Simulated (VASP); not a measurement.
Here is a VASP 6.6.1 calculation.

INCAR

```
SYSTEM = TiGa11As12
  PREC = Accurate
  ENCUT = 350
  EDIFF = 1E-5
  ISMEAR = 0
  SIGMA = 0.03
  LREAL = Auto
  LASPH = .True.
  NELM = 120
  ALGO = Normal
  ISIF = 2
  LWAVE = .False.
  LCHARG = .False.
  ISPIN = 2
  MAGMOM = 0 0 0 0 0 0 0 0 0 0 0 0 0 0 0 0 0 0 0 0 0 0 0 0
  LORBIT = 11
  NUPDOWN = 0
  LMAXMIX = 4
  LDAU = .True.
  LDAUTYPE = 2
  LDAUL = 2 -1 -1
  LDAUU = 3 0 0
  LDAUJ = 0 0 0
  LDAUPRINT = 1
  GGA = PS
  IBRION = 2
  NSW = 60
  EDIFFG = -0.03
  NELECT = 216.0
  ISYM = 0
  KPAR = 2
```

Contents of KPOINTS:

```
regular mesh
0
Gamma
  2 2 2
  0 0 0
```

File POSCAR:

```
TiGa11As12
1.0
    0.0000000000      8.4805500000      8.4805500000
    5.6537000000      0.0000000000      5.6537000000
    5.6537000000      5.6537000000      0.0000000000
Ti Ga As
1 11 12
Direct
   -0.0003900000     -0.0032440000     -0.0037550000
   -0.0077650000      0.0055940000      0.5065070000
   -0.0045430000      0.5117260000     -0.0000410000
    0.0002960000      0.4978580000      0.5030310000
    0.3287030000      0.0071290000      0.0001530000
    0.3291200000      0.0062780000      0.5056630000
    0.3283030000      0.5010380000      0.0049140000
    0.3316950000      0.4948660000      0.5049060000
    0.6692880000      0.0036840000     -0.0054290000
    0.6672310000     -0.0050350000      0.5011660000
    0.6666940000      0.5060680000      0.0042110000
    0.6705900000      0.4953480000      0.4984950000
    0.0843050000      0.1180060000      0.1248450000
    0.0813910000      0.1270340000      0.6230680000
    0.0803260000      0.6270510000      0.1286670000
    0.0817120000      0.6161490000      0.6288910000
    0.4131690000      0.1268000000      0.1261430000
    0.4157570000      0.1289240000      0.6256810000
    0.4195120000      0.6183200000      0.1275820000
    0.4178940000      0.6234020000      0.6303410000
    0.7532230000      0.1210210000      0.1278870000
    0.7495170000      0.1306170000      0.6287970000
    0.7508150000      0.6206160000      0.1250080000
    0.7486740000      0.6276530000      0.6251730000
```

Potentials or basis: VASP PAW PBE potentials, release 64 (Ti_sv, Ga_d, As).

The run is started by

```bash
$ cat potpaw_PBE.64/Ti_sv/POTCAR potpaw_PBE.64/Ga_d/POTCAR potpaw_PBE.64/As/POTCAR > POTCAR
$ mpirun -np 4 vasp_std > vasp.out
```

(1) Predict the energy gained by relaxing.

## Answers

(1) 18.4 meV/atom.

Caveat: the k mesh is coarse (spacing up to 0.48 Å⁻¹), so the values aren't converged; the total moment is fixed, so each spin has its own Fermi level; the U is typed as a test and isn't derived for this compound.
